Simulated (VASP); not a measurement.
Data:

```xyz
3
Lattice="1.8746 -3.2469 0.0000 1.8746 3.2469 0.0000 0.0000 0.0000 5.0236" Properties=species:S:1:pos:R:3 pbc="T T T"
Pt     0.0000     0.0000     0.0000
Se     1.8746     1.0823     1.2679
Se     1.8746    -1.0823     3.7557
```

All values below come from AM05 GGA, VASP's PBE PAW potentials (set 64) (plane waves; VASP 6.6.1). Numerical set-up: 520 eV cut-off, 11×11×7 Γ-centred mesh, tetrahedra with Blöchl corrections, potentials Pt Se.

Without a dispersion term in the relaxation, distances and binding between the weakly bound layers, chains or molecules are unreliable, and so is what depends on them.  Unless said otherwise, spin-orbit coupling is left out, though it shifts the bands of the heavy elements here.

### Question
Tabulate the total density of states (states/eV per cell) against energy (eV; zero at the valence-band maximum or, without a gap, the Fermi level).

### Answer

```
E (eV) | DOS (states/eV)
    -9.99 |  0.00
    -9.87 |  0.00
    -9.64 |  0.00
    -9.52 |  0.00
    -9.29 |  0.00
    -9.17 |  0.00
    -8.94 |  0.00
    -8.82 |  0.00
    -8.59 |  0.00
    -8.47 |  0.00
    -8.24 |  0.00
    -8.13 |  0.00
    -8.01 |  0.00
    -7.78 |  0.00
    -7.66 |  0.03
    -7.43 | #### 0.64
    -7.31 | ###### 1.06
    -7.08 | ########## 1.68
    -6.96 | ############## 2.39
    -6.73 | ################### 3.13
    -6.61 | ########## 1.75
    -6.38 | ####################### 3.82
    -6.26 | ########################### 4.61
    -6.15 | ########################### 4.61
    -5.92 | ###################### 3.66
    -5.80 | ####################### 3.86
    -5.57 | ################# 2.81
    -5.45 | ######### 1.60
    -5.22 | #### 0.75
    -5.10 | ######### 1.47
    -4.87 | ####################### 3.87
    -4.75 | ##################### 3.46
    -4.52 | ############################# 4.95
    -4.40 | ######################## 4.03
    -4.29 | ##################### 3.45
    -4.05 | ####### 1.21
    -3.94 | #### 0.61
    -3.71 | ######### 1.48
    -3.59 | ############################## 5.05
    -3.36 | ######################### 4.19
    -3.24 | ################## 3.00
    -3.01 | ############ 2.05
    -2.89 | ############# 2.13
    -2.66 | ################## 2.99
    -2.54 | ################# 2.83
    -2.31 | ############## 2.32
    -2.19 | ############### 2.60
    -2.08 | ################## 3.07
    -1.84 | ################ 2.69
    -1.73 | ############## 2.35
    -1.50 | ############## 2.38
    -1.38 | ############ 1.99
    -1.15 | ##### 0.89
    -1.03 | ##### 0.78
    -0.80 | #### 0.68
    -0.68 | #### 0.74
    -0.45 | ### 0.47
    -0.33 | ## 0.33
    -0.22 | # 0.23
     0.02 | #### 0.59
     0.13 | ####### 1.22
     0.37 | ######### 1.54
     0.48 | ########## 1.65
     0.71 | ########## 1.70
     0.83 | ########### 1.92
     1.06 | ############# 2.19
     1.18 | ############### 2.52
     1.41 | ################### 3.14
     1.53 | ################# 2.92
     1.65 | ############## 2.44
     1.88 | ########## 1.61
     2.00 | ### 0.54
     2.23 |  0.01
     2.34 |  0.00
     2.58 |  0.00
     2.69 |  0.00
     2.92 |  0.00
     3.04 |  0.00
     3.27 |  0.00
     3.39 |  0.00
```
Within 2 eV below the Fermi level the largest weight inside VASP's projection spheres is Se p, then Pt d.

The compound is PtSe2 in the 1T layered structure. It was relaxed first.
